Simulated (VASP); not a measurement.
Sn2GeO3: relaxation of cell and atoms with PBE

Crystal: Sn2GeO3.

```
Sn Ge O
1.0
     3.51637    0.00000    0.00000
     0.00000    3.51637    0.00000
     0.00000    0.00000    7.70658
Sn Ge O
2 1 3
Cartesian
  0.0000 1.7582 5.6566
  1.7582 0.0000 2.0500
  0.0000 0.0000 0.0000
  1.7582 1.7582 0.0000
  0.0000 1.7582 2.9439
  1.7582 0.0000 4.7627
```

The cell was built by a generator and needn't be a form met in nature.

```yaml
Program: VASP 6.6.1
Task: relaxation of cell and atoms
Functional: PBE
Potentials_or_basis: VASP PAW PBE potentials, release 64 (Sn_d, Ge_d, O)
Cutoff: 520 eV
k_mesh: 4 × 4 × 2
Occupations: gaussian, width 0.15 eV
Spin: no spin polarisation
Further_INCAR_settings: PREC = Normal; ALGO = Fast; EDIFF = 0.0001; IBRION = 2; EDIFFG = -0.08; NSW = 24; ISIF = 3
```

```yaml
Relaxed_volume: 15.64 Å³/atom
Relaxed_cell: a = 3.283 Å, b = 3.283 Å, c = 8.706 Å, α = 90.00°, β = 90.00°, γ = 90.00°
Space_group_after_relaxing_to_0.05_Å: P-4m2 (No. 115)
Energy_gained_by_relaxing: 479.2 meV/atom
Ionic_steps: 23
Pressure_after_relaxing: -0.1 GPa
Largest_force_after_relaxing: 0.041 eV/Å
Band_gap_on_the_k_mesh: 0.16 eV, indirect (least direct gap 1.16 eV)
```

Forces in eV/Å, atoms in the order of the input:
```
Sn   0.000  0.000  0.041
Sn   0.000  0.000 -0.041
Ge   0.000  0.000  0.000
O    0.000  0.000  0.000
O    0.000  0.000 -0.003
O    0.000  0.000  0.003
```

Stress tensor (GPa, compression positive):
```
-0.21  0.00  0.00
 0.00 -0.21  0.00
 0.00  0.00  0.14
```

Step by step:
| step | energy change (eV) | largest force (eV/Å) | pressure (GPa) | volume (Å³) |
| --- | --- | --- | --- | --- |
| 1 | 0.0000 | 4.2583 | -7.95 | 95.29 |
| 2 | -1.8594 | 2.3798 | 0.55 | 84.77 |
| 3 | -2.0661 | 1.2604 | 8.61 | 80.65 |
| 4 | -2.5427 | 0.9825 | 1.46 | 87.04 |
| 5 | -2.6135 | 0.9834 | -0.66 | 90.75 |
| 6 | -2.6149 | 0.9838 | -0.62 | 91.32 |
| 7 | -2.7338 | 0.6626 | -0.49 | 91.26 |
| 8 | -2.8223 | 0.1579 | 0.28 | 91.16 |
| 9 | -2.6980 | 1.5357 | 2.67 | 90.90 |
| 10 | -2.8339 | 0.1362 | 0.66 | 91.12 |
| 11 | -2.8343 | 0.2160 | 0.73 | 91.10 |
| 12 | -2.8565 | 0.4709 | -0.93 | 92.57 |
| 13 | -2.8587 | 0.2871 | -0.63 | 92.21 |
| 14 | -2.8633 | 0.0690 | 1.27 | 91.33 |
| 15 | -2.8661 | 0.1494 | 0.75 | 91.65 |
| 16 | -2.8725 | 0.0838 | 0.72 | 92.68 |
| 17 | -2.8731 | 0.1372 | 0.57 | 93.35 |
| 18 | -2.8689 | 0.1381 | -1.62 | 95.15 |
| 19 | -2.8740 | 0.1165 | -0.54 | 93.98 |
| 20 | -2.8740 | 0.1228 | 0.26 | 93.80 |
| 21 | -2.8740 | 0.1169 | -0.46 | 93.91 |
| 22 | -2.8740 | 0.1189 | -0.25 | 93.86 |
| 23 | -2.8753 | 0.0407 | -0.10 | 93.85 |

Final structure:
```xyz
6
Lattice="3.2833 0.0000 0.0000 0.0000 3.2833 0.0000 0.0000 0.0000 8.7060" Properties=species:S:1:pos:R:3 pbc="T T T"
Sn    3.2833    1.6416    5.7709
Sn    1.6416    0.0000    2.9350
Ge    0.0000    0.0000    8.7060
O     1.6416    1.6416    8.7060
O     0.0000    1.6416    3.5743
O     1.6416    0.0000    5.1317
```

Levels at points of the mesh, in eV from the valence-band top:
```tsv
k point	band 26	band 27	band 28	band 29	band 30	band 31	band 32	band 33	band 34	band 35
(0.00, 0.00, 0.00)	-3.23	-3.23	-3.12	-3.12	-0.62	1.80	3.66	5.70	6.88	6.88
(0.50, 0.00, 0.00)	-2.91	-2.25	-2.25	-0.95	0.00	1.16	1.17	2.10	2.75	4.82
(0.50, 0.50, 0.00)	-4.95	-4.92	-1.98	-1.92	-1.92	0.70	3.62	3.65	3.72	4.53
(0.00, 0.00, 0.50)	-3.27	-3.08	-3.08	-2.65	-0.97	1.70	3.21	5.82	6.64	6.64
(0.50, 0.00, 0.50)	-2.54	-2.25	-1.82	-1.20	-0.14	1.10	1.25	2.00	2.81	4.79
(0.50, 0.50, 0.50)	-4.88	-4.72	-2.03	-2.03	-2.02	0.64	3.30	3.39	4.04	4.61
```

It took 2.9 min on 2 MPI ranks on Intel(R) Xeon(R) Platinum 8488C (Sapphire Rapids), on a shared host, peak memory 0.17 GiB a rank.

Caveat: the k mesh is coarse (spacing up to 0.45 Å⁻¹), so the values aren't converged; spin-orbit coupling is left out, which moves the levels of the heavy elements; the relaxation stopped at a loose force limit of 0.08 eV/Å, so its end isn't a converged minimum. PBE gaps usually lie below the measured ones, often by a third to a half.
